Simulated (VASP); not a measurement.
Input:

```xyz
3
Lattice="2.8023 0.0000 0.0000 -1.4012 2.4269 0.0000 0.0000 0.0000 4.4364" Properties=species:S:1:pos:R:3 pbc="T T T"
O      2.8023     0.0000     0.0000
Cu     0.0000     1.6179     1.2919
Cu     1.4012     0.8090     3.1445
```

The numbers are results of PBEsol GGA, VASP's PBE PAW potentials (set 64) (plane waves; VASP), not measurements. Settings: 520 eV cut-off, Gaussian smearing of 0.050 eV, potentials O Cu.

Problem. Estimate the band gap (along the path) with the smallest direct gap where there is one.

Solution. 
The band gap (along the path) is none (metal, semimetal or under 0.01 eV).

The structure was generated: Cu2O was put into the CdI2 type (P-3m1), which need not be its known phase. It was relaxed first, which changed the volume by +12 %.
